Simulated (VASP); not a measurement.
Input for VASP

KPOINTS:
```
Automatic mesh
0
Gamma
14 14 14
0 0 0
```

POSCAR:
```
NbN
1
    0.0000000000     2.1886747133     2.1886747133
    2.1886747133    -0.0000000000     2.1886747133
    2.1886747133     2.1886747133     0.0000000000
Nb N
1 1
Direct
  1.0000000000   0.0000000000   0.0000000000
  0.5000000000   0.5000000000   0.5000000000
```

### INCAR
```
ALGO = Normal
EDIFF = 1E-6
EDIFFG = -0.02
ENCUT = 620
GGA = PS
IBRION = 2
ISIF = 3
ISMEAR = 1
LASPH = .True.
LCHARG = .False.
LMAXMIX = 4
LREAL = .False.
LWAVE = .False.
NELM = 100
NSW = 40
PREC = Accurate
SIGMA = 0.1
SYSTEM = NbN
```

POTCAR, in this order: Nb_sv N (PBE.64 set). Program: vasp_std.

**Question.** Write an equivalent input for Quantum ESPRESSO's pw.x.

**Answer.** One equivalent input (not run):
```
&CONTROL
  calculation = 'vc-relax'
  pseudo_dir = './pseudo'
  outdir = './out'
  tprnfor = .true.
  tstress = .true.
  nstep = 40
  forc_conv_thr = 0.00078
/
&SYSTEM
  ibrav = 0
  nat = 2
  ntyp = 2
  ecutwfc = 84
  occupations = 'smearing'
  smearing = 'methfessel-paxton'
  degauss = 0.00735
  input_dft = 'pbesol'
/
&ELECTRONS
  conv_thr = 7.3e-08
  electron_maxstep = 100
/
&IONS
/
&CELL
/
ATOMIC_SPECIES
  Nb 92.906 Nb.upf
  N 14.007 N.upf
CELL_PARAMETERS angstrom
     0.0000000    2.1886747    2.1886747
     2.1886747   -0.0000000    2.1886747
     2.1886747    2.1886747    0.0000000
ATOMIC_POSITIONS crystal
  Nb   1.0000000  0.0000000  0.0000000
  N    0.5000000  0.5000000  0.5000000
K_POINTS automatic
  14 14 14 0 0 0
```
The two are equivalent in intent, not identical: the potentials are each code's own (VASP's PAW set, PseudoDojo norm-conserving files in pw.x), so ENCUT and ecutwfc are chosen apart and not converted; conv_thr bounds pw.x's estimated SCF error, while EDIFF bounds the energy change between steps; forc_conv_thr acts on force components and is met together with etot_conv_thr.

The compound is NbN in the rock salt structure, the cubic δ form, which competes with hexagonal ones. It was relaxed first.
